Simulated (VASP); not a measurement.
Consider the following.

```
CELL_PARAMETERS angstrom
      0.00000     2.60240     2.60240
      2.60240     0.00000     2.60240
      2.60240     2.60240     0.00000
ATOMIC_POSITIONS crystal
  Sr 0.00000 0.00000 0.00000
  O  0.50000 0.50000 0.50000
```

These are Hartree-Fock, VASP's PBE PAW potentials (set 64) (plane waves; VASP 6.6.1) values and carry that method's errors. Settings: 520 eV cut-off, 6×6×6 Γ-centred mesh, Gaussian smearing of 0.050 eV, potentials Sr_sv O.

Give the stress tensor in GPa (positive for a compressed cell).

```
1.20  0.00  0.00
0.00  1.20  0.00
0.00  0.00  1.20
```
The pressure is its mean diagonal, 1.20 GPa.

The compound is SrO in the rock salt structure. It was relaxed first. The cell's shape comes from a PBE relaxation.
